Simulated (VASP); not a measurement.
# ScIn (P4/mmm) in VASP: notebook

The runs below take ScIn through single point, with LDA.

All numbers are computed with VASP 6.6.1; they aren't measurements. Logs are shortened: lines on timing, memory, paths and dates and some standing lists are left out, and cuts for length are marked.

### Step 1. The crystal as given

The structure is tetragonal, space group P4/mmm (No. 123). Conventional cell: a = 3.237 Å, b = 3.237 Å, c = 4.437 Å, α = 90.00°, β = 90.00°, γ = 90.00°. Sc (site symmetry 4/mmm) is surrounded by 8 In at 3.19 Å and 4 Sc at 3.24 Å. In (site symmetry 4/mmm) has 8 Sc at 3.19 Å and 4 In at 3.24 Å as nearest neighbours.

The cell comes from a database or a generator and needn't be the stable form of this composition.

### Step 2. Single point, LDA

File INCAR:

```
ALGO = Normal
EDIFF = 1E-6
ENCUT = 520
ISIF = 2
ISMEAR = -1
LASPH = T
LCHARG = T
LELF = T
LREAL = F
LVHAR = T
LWAVE = F
NBANDS = 19
NELM = 60
PREC = Accurate
SIGMA = 0.02
```

File KPOINTS:

```
k-points
0
Gamma
  7 7 5
```

File POSCAR:

```
ScIn
1.0
    3.2369875583      0.0000000000      0.0000000000
    0.0000000000      3.2369875583      0.0000000000
    0.0000000000      0.0000000000      4.4373697015
Sc In
1 1
Direct
    0.0000000000      0.0000000000      0.0000000000
    0.5000000000      0.5000000000      0.5000000000
```

Potentials or basis: VASP PAW LDA potentials, release 64 (Sc_sv, In_d).

On the command line:

```sh
> cat potpaw_LDA.64/Sc_sv/POTCAR potpaw_LDA.64/In_d/POTCAR > POTCAR
> mpirun -np 1 vasp_std > vasp.out
```

OUTCAR:

```text
EDIFF = 1E-6
   ENCUT = 520
   ISIF = 2
   ISMEAR = -1
   LASPH = T
   LREAL = F
   NELM = 60
   PREC = Accurate

 ion  position               nearest neighbor table
   1  0.000  0.000  0.000-   2 3.19   2 3.19   2 3.19   2 3.19   2 3.19   2 3.19   2 3.19   2 3.19

   2  0.500  0.500  0.500-   1 3.19   1 3.19   1 3.19   1 3.19   1 3.19   1 3.19   1 3.19   1 3.19

  LATTYP: Found a simple tetragonal cell.
 ALAT       =     3.2369875583
 C/A-ratio  =     1.3708331038

  Lattice vectors:

 A1 = (   3.2369875583,   0.0000000000,   0.0000000000)
 A2 = (   0.0000000000,   3.2369875583,   0.0000000000)
 A3 = (   0.0000000000,   0.0000000000,   4.4373697015)

Analysis of symmetry for initial positions (statically):
=====================================================================
 Subroutine PRICEL returns:
 Original cell was already a primitive cell.

 Routine SETGRP: Setting up the symmetry group for a
 simple tetragonal supercell.

 Subroutine GETGRP returns: Found 16 space group operations
 (whereof 16 operations were pure point group operations)
 out of a pool of 16 trial point group operations.

The static configuration has the point symmetry D_4h.

Analysis of symmetry for dynamics (positions and initial velocities):
=====================================================================
 Subroutine PRICEL returns:
 Original cell was already a primitive cell.

 Routine SETGRP: Setting up the symmetry group for a
 simple tetragonal supercell.

 Subroutine GETGRP returns: Found 16 space group operations
 (whereof 16 operations were pure point group operations)
 out of a pool of 16 trial point group operations.

The dynamic configuration has the point symmetry D_4h.

 Subroutine INISYM returns: Found 16 space group operations
 (whereof 16 operations are pure point group operations),
 and found     1 'primitive' translations

----------------------------------------------------------------------------------------

                                     Primitive cell

  volume of cell :      46.4952

  direct lattice vectors                    reciprocal lattice vectors
     3.236987558  0.000000000  0.000000000     0.308929207  0.000000000  0.000000000
     0.000000000  3.236987558  0.000000000     0.000000000  0.308929207  0.000000000
     0.000000000  0.000000000  4.437369701     0.000000000  0.000000000  0.225358730

[... 78 lines left out ...]
   LNONCOLLINEAR =      F non collinear calculations
   LSORBIT =      F    spin-orbit coupling
   LASPH  =      T    aspherical Exc in radial PAW
   ENCUT  =  520.0 eV  38.22 Ry    6.18 a.u.   6.02  6.02  8.25*2*pi/ulx,y,z
   NELM   =     60;   NELMIN=  2; NELMDL= -5     # of ELM steps
   EDIFF  = 0.1E-05   stopping-criterion for ELM
   LREAL  =      F    real-space projection
   EDIFFG = 0.1E-04   stopping-criterion for IOM
   NSW    =      0    number of steps for IOM
   IBRION =     -1    ionic relax: 0-MD 1-quasi-New 2-CG
   NFREE  =      0    steps in history (QN), initial steepest desc. (CG)
   ISIF   =      2    stress and relaxation
   ISYM   =      2    0-nonsym 1-usesym 2-fastsym
   POTIM  = 0.5000    time-step for ionic-motion
   TEBEG  =    0.0;   TEEND  =   0.0 temperature during run
   PSTRESS=    0.0 pullay stress
   NELECT =      24.0000    total number of electrons
   NUPDOWN=      -1.0000    fix difference up-down
   EMIN   =  10.00;   EMAX   =-10.00  energy-range for DOS
   EFERMI =   0.00;   METHOD = LEGACY
   ISMEAR =    -1;   SIGMA  =   0.02  broadening in eV -4-tet -1-fermi 0-gaus
   EFERMI_NEDOS =   21; number of points for ismear=-14 and -15
   IALGO  =     38    algorithm
   IMIX   =      4    mixing-type and parameters
     AMIX     =   0.40;   BMIX     =  1.00
     AMIX_MAG =   1.60;   BMIX_MAG =  1.00
  volume/ion in A,a.u.               =      23.25       156.88
  Fermi-wavevector in a.u.,A,eV,Ry     =   1.313236  2.481656 23.464445  1.724588
  Thomas-Fermi vector in A             =   2.443573
   LORBIT       =      0    0 simple, 1 ext, 2 COOP (PROOUT), +10 PAW based schemes
   GGA     = CA    functional components
   LHFCALC =     F    Hartree Fock is set to
   AEXX    =    0.0000 exact exchange contribution
   IVDW    =     0    specifies the selected vdW correction
   LEPSILON=     F    determine dielectric tensor
   LRPA    =     F    only Hartree local field effects (RPA)
 non-spin polarized calculation
  energy-cutoff  :      520.00
  volume of cell :       46.50
 maximum number of plane-waves:      1265
   NGX = 13   NGY = 13   NGZ = 17

 number of electron      23.9999994 magnetization

 Free energy of the ion-electron system (eV)
  ---------------------------------------------------
  ext. energy  EPLUGINS =         0.00000000
  ---------------------------------------------------
  free energy    TOTEN  =       -10.89037973 eV

  energy without entropy =      -10.88766778  energy(sigma->0) =      -10.88902375

 E-fermi :   6.1918     XC(G=0): -10.7391

 val. band max:        6.1887822862   @ k =   0.1429   0.1429   0.0000
 cond. band min:       6.2132479800   @ k =   0.1429   0.0000   0.4000
 fundamental gap:      0.0244656939
 Fermi energy:         6.1917978616

 k-point     1 :       0.0000    0.0000    0.0000
  band No.  band energies     occupation
      1     -43.0285      2.00000
      2     -22.0242      2.00000
      3     -21.8727      2.00000
      4     -21.8727      2.00000
      5      -8.2122      2.00000
      6      -8.0050      2.00000
[... 505 lines left out ...]
      6      -8.0089      2.00000
[... 11 lines left out ...]
     18      11.1693      0.00000
     19      15.4842      0.00000

 [... further k-points ...]

------------------------ aborting loop because EDIFF is reached ----------------------------------------

  FORCE on cell =-STRESS in cart. coord.  units (eV):
  Direction    XX          YY          ZZ          XY          YZ          ZX
  --------------------------------------------------------------------------------------
  -------------------------------------------------------------------------------------
  Total       -1.9851793     -1.9851793     -2.4684898      0.0000000      0.0000000      0.0000000
  in kB      -68.4073323    -68.4073323    -85.0617381      0.0000000      0.0000000      0.0000000
  external PRESSURE =     -73.9588009 kB  Pullay stress =       0.0000000 kB

 VOLUME and BASIS-vectors are now :
 -----------------------------------------------------------------------------
  energy-cutoff  :      520.00
  volume of cell :       46.50
      direct lattice vectors                 reciprocal lattice vectors
     3.236987558  0.000000000  0.000000000     0.308929207  0.000000000  0.000000000
     0.000000000  3.236987558  0.000000000     0.000000000  0.308929207  0.000000000
     0.000000000  0.000000000  4.437369701     0.000000000  0.000000000  0.225358730

 POSITION                                       TOTAL-FORCE (eV/Angst)
 -----------------------------------------------------------------------------------
      0.00000      0.00000      0.00000         0.000000      0.000000      0.000000
      1.61849      1.61849      2.21868         0.000000      0.000000      0.000000
 -----------------------------------------------------------------------------------
    total drift:                                0.000000      0.000000     -0.000000

  FREE ENERGIE OF THE ION-ELECTRON SYSTEM (eV)
  ---------------------------------------------------
  free  energy   TOTEN  =       -10.8903797307 eV

  energy  without entropy=      -10.8876677751  energy(sigma->0) =      -10.88902375
```

stdout:

```text
POSCAR found type information on POSCAR ScIn
 POSCAR found :  2 types and       2 ions
 scaLAPACK will be used
 LDA part: xc-table for (Slater(with rela. corr.)+CA(PZ))
 , standard interpolation
 POSCAR, INCAR and KPOINTS ok, starting setup
 FFT: planning ... GRIDC
 FFT: planning ... GRID_SOFT
 FFT: planning ... GRID
 WAVECAR not read
 entering main loop
```

It took 15 s on 1 thread of Intel Xeon Platinum 8488C (Sapphire Rapids), shared host; peak memory 0.15 GiB.

Results:

```
Free energy            : -10.8904 eV
Pressure               : -7.4 GPa
Band gap on the k mesh : none (metal or under the smearing width)
```

### Step 3. Single point, LDA

This run uses another cell than the first one, of 22.58 Å³/atom, 0.971 times its volume.

File INCAR:

```
PREC = Accurate
ENCUT = 520
EDIFF = 1E-6
ISMEAR = -1
SIGMA = 0.02
LREAL = False
LASPH = True
NELM = 60
ALGO = Normal
ISIF = 2
LWAVE = False
LCHARG = False
NBANDS = 19
```

File KPOINTS:

```
regular mesh
0
Gamma
  7 7 5
```

File POSCAR:

```
ScIn
1.0
    3.2055585099      0.0000000000      0.0000000000
    0.0000000000      3.2055585099      0.0000000000
    0.0000000000      0.0000000000      4.3942857215
Sc In
1 1
Direct
    0.0000000000      0.0000000000      0.0000000000
    0.5000000000      0.5000000000      0.5000000000
```

Potentials or basis: VASP PAW LDA potentials, release 64 (Sc_sv, In_d).

On the command line:

```sh
> cat potpaw_LDA.64/Sc_sv/POTCAR potpaw_LDA.64/In_d/POTCAR > POTCAR
> mpirun -np 1 vasp_std > vasp.out
```

It took 15 s on 1 thread of Intel Xeon Platinum 8488C (Sapphire Rapids), shared host; peak memory 0.15 GiB.

It converged, with:

| Property | Result |
| --- | --- |
| Free energy | -10.9455 eV |
| Pressure | -5.9 GPa |
| Band gap on the k mesh | none (metal or under the smearing width) |

Stress tensor (GPa, compression positive):
```
-5.32  0.00  0.00
 0.00 -5.32  0.00
 0.00  0.00 -6.94
```

Levels at points of the mesh, in eV from the Fermi level:
```
           k point  band 8  band 9  band 10  band 11  band 12  band 13  band 14  band 15  band 16  band 17
(0.00, 0.00, 0.00)  -14.02  -13.96    -8.56    -0.79    -0.20    -0.12     2.42     2.42     3.10     5.52
```

### Step 4. Single point, LDA

This run uses another cell than the first one, of 21.91 Å³/atom, 0.942 times its volume.

File INCAR:

```
SYSTEM = ScIn
PREC     = Accurate       ! precision mode
ENCUT    = 520            ! plane-wave cutoff, eV
EDIFF    = 1E-7           ! SCF threshold, eV
ISMEAR   = -1             ! smearing method
SIGMA    = 0.02           ! smearing width, eV
LREAL    = .FALSE.        ! projectors in reciprocal space
LASPH    = .TRUE.         ! aspherical terms in the spheres
NELM     = 80             ! most SCF steps
ALGO     = Normal         ! electronic algorithm
ISIF     = 2              ! what is computed and relaxed
LWAVE    = .FALSE.        ! write WAVECAR
LCHARG   = .FALSE.        ! write CHGCAR
GGA      = CA             ! functional
NBANDS   = 19             ! bands
```

File KPOINTS:

```
Automatic mesh
0
G
  7 7 5
  0 0 0
```

File POSCAR:

```
ScIn
1.0
    3.1735007767      0.0000000000      0.0000000000
    0.0000000000      3.1735007767      0.0000000000
    0.0000000000      0.0000000000      4.3503399197
Sc In
1 1
Direct
    0.0000000000      0.0000000000      0.0000000000
    0.5000000000      0.5000000000      0.5000000000
```

On the command line:

```sh
> cat potpaw_LDA.64/Sc_sv/POTCAR potpaw_LDA.64/In_d/POTCAR > POTCAR
> mpirun -np 1 vasp_std > vasp.out
```

Wall time 14 s (1 thread of Intel Xeon Platinum 8488C (Sapphire Rapids), shared host); peak memory 0.14 GiB.

The run converged. Its results:

| Item | Value |
| --- | --- |
| Free energy | -10.9866 eV |
| Pressure | -4.0 GPa |
| Band gap on the k mesh | none (metal or under the smearing width) |

Stress tensor (GPa, compression positive):
```
-3.52  0.00  0.00
 0.00 -3.52  0.00
 0.00  0.00 -5.08
```

Levels at points of the mesh, in eV from the Fermi level:
```
           k point  band 10  band 11  band 12  band 13  band 14  band 15
(0.00, 0.00, 0.00)    -8.70    -0.80    -0.18    -0.13     2.51     2.51
```

### Step 5. The runs side by side

| cell | gap on the mesh (eV) | pressure (GPa) |
| --- | --- | --- |
| P4/mmm, 23.25 Å³/atom | none | -7.4 |
| P4/mmm, 22.58 Å³/atom | none | -5.9 |
| P4/mmm, 21.91 Å³/atom | none | -4.0 |

Alike in all rows: task single point; level LDA; potentials or basis VASP PAW LDA potentials, release 64 (Sc_sv, In_d); no spin polarisation; k mesh 7 × 7 × 5; cutoff (eV) 520; smearing fermi-dirac 0.02 eV.

Every run on the cell as given and a fine mesh finds a metal.

Absolute energies hang on the potentials; compare differences alone.
